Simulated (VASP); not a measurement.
These are PBE GGA, VASP's PBE PAW potentials (set 64) (plane waves; VASP) values and carry that method's errors.

VASP input:

File KPOINTS:
```
Automatic mesh
0
Gamma
 7 7 7
0 0 0
```

### POSCAR
```
ZnSe
1.0
  0.0000000000   2.8671467967   2.8671467967
  2.8671467967   0.0000000000   2.8671467967
  2.8671467967   2.8671467967   0.0000000000
Zn Se
1 1
Cart
  0.0000000000   0.0000000000   0.0000000000
  1.4335733984   1.4335733984   1.4335733984
```

### INCAR
```
SYSTEM = ZnSe
PREC = Accurate; ENCUT = 400; LREAL = .FALSE.
LASPH = .TRUE.
EDIFF = 1E-6; NELM = 100; ALGO = Normal
LMAXMIX = 4
ISMEAR = 0; SIGMA = 0.05
GGA = PE
IBRION = 2; NSW = 60; ISIF = 3
EDIFFG = -0.01
LWAVE = .FALSE.; LCHARG = .FALSE.
```

POTCAR, in this order: Zn Se (PBE.64 set). Program: vasp_std.

Problem. What will the output report for the number of irreducible k-points (NKPTS), number of bands (NBANDS), largest plane-wave count, number of space-group operations, FFT grid (NGX, NGY, NGZ)?

Solution. 
| Property | Result |
|---|---|
| number of irreducible k-points (NKPTS) | 20 |
| number of bands (NBANDS) | 13 |
| largest plane-wave count | 881 |
| number of space-group operations | 24 |
| FFT grid (NGX, NGY, NGZ) | 28 × 28 × 28 |

The compound is ZnSe in the zinc blende structure. It was relaxed first. The start is the result of an earlier pass.
